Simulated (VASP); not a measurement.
Wanted: the native input for a VASP 6.6.1 run.

```
Task                   : relaxation of cell and atoms
Functional             : PBE
Potentials or basis    : VASP PAW PBE potentials, release 64 (Ta_pv, H)
Cutoff                 : 600 eV
k mesh                 : 12 × 12 × 12
Occupations            : gaussian, width 0.1 eV
Spin                   : no spin polarisation
Dipole correction      : no
Further INCAR settings : ALGO = Normal; EDIFF = 1e-07; IBRION = 2; EDIFFG = -0.01; NSW = 100; ISIF = 3
```

The structure of TaH5 lies in POSCAR:

```
TaH5
1.0
    3.4524051803      0.0000000000      0.0000000000
   -1.7262025901      2.9898705903      0.0000000000
    0.0000000000      0.0000000000      2.9483328754
Ta H
1 5
Direct
    0.0000000000      0.0000000000      0.0000000000
    0.5000000000      0.0000000000      0.5000000000
    0.5000000000      0.5000000000      0.5000000000
    0.0000000000      0.5000000000      0.5000000000
    0.3333333333      0.6666666667      0.0000000000
    0.6666666667      0.3333333333      0.0000000000
```

The cell was built by a generator and needn't be a form met in nature.

The cell isn't the ideal one: species swapped into the KAu5 type (P6/mmm, No. 191).

These files were run (other wordings do the same):

INCAR

```
PREC = Accurate ; ENCUT = 600
EDIFF = 1E-7 ; ISMEAR = 0
SIGMA = 0.1 ; LREAL = False
LASPH = True ; NELM = 60
ALGO = Normal ; ISIF = 3
LWAVE = False ; LCHARG = False
GGA = PE ; IBRION = 2
NSW = 100 ; EDIFFG = -0.01
```

KPOINTS

```
regular mesh
0
Gamma
  12 12 12
```

Potentials or basis: VASP PAW PBE potentials, release 64 (Ta_pv, H).

The run is started by

```sh
$ cat potpaw_PBE.64/Ta_pv/POTCAR potpaw_PBE.64/H/POTCAR > POTCAR
$ mpirun -np 1 vasp_std > vasp.out
```

It gave:

```yaml
Relaxed_volume: 5.08 Å³/atom
Relaxed_cell: a = 3.428 Å, b = 3.428 Å, c = 2.995 Å, α = 90.00°, β = 90.00°, γ = 120.00°
Space_group_after_relaxing_to_0.05_Å: P6/mmm (No. 191)
Energy_gained_by_relaxing: 1.7 meV/atom
Ionic_steps: 3
Pressure_after_relaxing: 0.2 GPa
Band_gap_on_the_k_mesh: none (metal or under the smearing width)
```

Wall time 57 s on 1 thread of Intel(R) Xeon(R) Platinum 8488C (Sapphire Rapids), with other jobs on the host, peak memory 0.2 GiB.
